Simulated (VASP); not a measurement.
Method: PBE GGA, VASP's PBE PAW potentials (set 64) (plane waves; VASP).

VASP input:

### INCAR
```
# general
SYSTEM =Si2Tc
PREC   =Accurate
ENCUT  =300   # plane-wave cut-off (eV)
LREAL  =.False.   # projection in real space or not
LASPH  =.True.   # aspherical one-centre terms

# electronic loop
EDIFF  =1E-6
NELM   =100   # most electronic steps
ALGO   =Normal   # blocked Davidson
LMAXMIX=4

# smearing
ISMEAR =0
SIGMA  =0.1

# functional
GGA    =PE   # PBE

# ions
ISIF   =2   # forces and stress, cell fixed

# output
LWAVE  =.False.
LCHARG =.False.
```

**POSCAR**
```
Si2Tc
1.0
  0.0000000000   3.0763380000   3.0763380000
  3.0763380000   0.0000000000   3.0763380000
  3.0763380000   3.0763380000   0.0000000000
Tc Si
1 2
Cart
 -0.0651691442   0.0413275247  -0.0047129498
  1.6015354101   1.5455491349   1.5249561283
  4.6163097341   4.5657993404   4.6324328215
```

KPOINTS:
```
Automatic mesh
0
Gamma
 8 8 8
0 0 0
```

POTCAR, in this order: Tc_pv Si (PBE.64 set). Program: vasp_std.

The run wrote:

### OSZICAR
```
       N       E                     dE             d eps       ncg     rms          rms(c)
DAV:   1     0.671039703076E+02    0.67104E+02   -0.84046E+03  9318   0.814E+02
DAV:   2    -0.186678472376E+02   -0.85772E+02   -0.84591E+02  8756   0.214E+02
DAV:   3    -0.207296033213E+02   -0.20618E+01   -0.19861E+01  9668   0.342E+01
DAV:   4    -0.207513101660E+02   -0.21707E-01   -0.21689E-01  8552   0.363E+00
DAV:   5    -0.207516498256E+02   -0.33966E-03   -0.33964E-03  9848   0.407E-01    0.131E+01
DAV:   6    -0.206680605421E+02    0.83589E-01   -0.70629E+00  8738   0.181E+01    0.445E+00
DAV:   7    -0.203221585550E+02    0.34590E+00   -0.27679E+00  8642   0.110E+01    0.455E+00
DAV:   8    -0.202794999209E+02    0.42659E-01   -0.18109E-01  7712   0.395E+00    0.400E-01
DAV:   9    -0.202797692033E+02   -0.26928E-03   -0.87756E-03  9542   0.595E-01    0.231E-01
DAV:  10    -0.202800138358E+02   -0.24463E-03   -0.21051E-03  7916   0.337E-01    0.455E-02
DAV:  11    -0.202800398823E+02   -0.26046E-04   -0.23215E-04  8702   0.115E-01    0.177E-02
DAV:  12    -0.202800584807E+02   -0.18598E-04   -0.26354E-05  7982   0.325E-02    0.664E-03
DAV:  13    -0.202800601723E+02   -0.16916E-05   -0.35067E-06  9404   0.136E-02    0.202E-03
DAV:  14    -0.202800603262E+02   -0.15388E-06   -0.54123E-07  5664   0.447E-03
   1 F= -.20280060E+02 E0= -.20271063E+02  d E =-.179953E-01
```

### OUTCAR
```
------------------------ aborting loop because EDIFF is reached ----------------------------------------
  FORCE on cell =-STRESS in cart. coord.  units (eV):
  Direction    XX          YY          ZZ          XY          YZ          ZX
  --------------------------------------------------------------------------------------
  Total       -7.1472676     -7.2171821     -7.2750608     -0.0232259     -0.2030976     -0.1617995
  in kB     -196.6611077   -198.5848441   -200.1774086     -0.6390730     -5.5883466     -4.4520050
  external PRESSURE =    -198.4744535 kB  Pullay stress =       0.0000000 kB
  volume of cell :       58.23
      direct lattice vectors                 reciprocal lattice vectors
     0.000000000  3.076338000  3.076338000    -0.162530905  0.162530905  0.162530905
     3.076338000  0.000000000  3.076338000     0.162530905 -0.162530905  0.162530905
     3.076338000  3.076338000  0.000000000     0.162530905  0.162530905 -0.162530905
 POSITION                                       TOTAL-FORCE (eV/Angst)
 -----------------------------------------------------------------------------------
      6.08751      3.11767      3.07163        -0.130978      0.093552     -0.024520
      1.60154      1.54555      1.52496        -0.012360     -0.115307      0.014691
      4.61631      4.56580      4.63243         0.143337      0.021755      0.009829
 -----------------------------------------------------------------------------------
    total drift:                                0.000106      0.000218     -0.000001
  FREE ENERGIE OF THE ION-ELECTRON SYSTEM (eV)
  ---------------------------------------------------
  free  energy   TOTEN  =       -20.2800603262 eV

  energy  without entropy=      -20.2620649975  energy(sigma->0) =      -20.27106266
```
(Selected blocks of OUTCAR.)

At this cut-off the stress carries a Pulay error, which pulls relaxed volumes low.

The structure was generated: Si2Tc was put into an ordered model structure, which need not be its known phase. The cell was not relaxed at this level, atoms are displaced from their ideal sites. The electron count is odd and the run is not spin-polarised, which forces a metal.
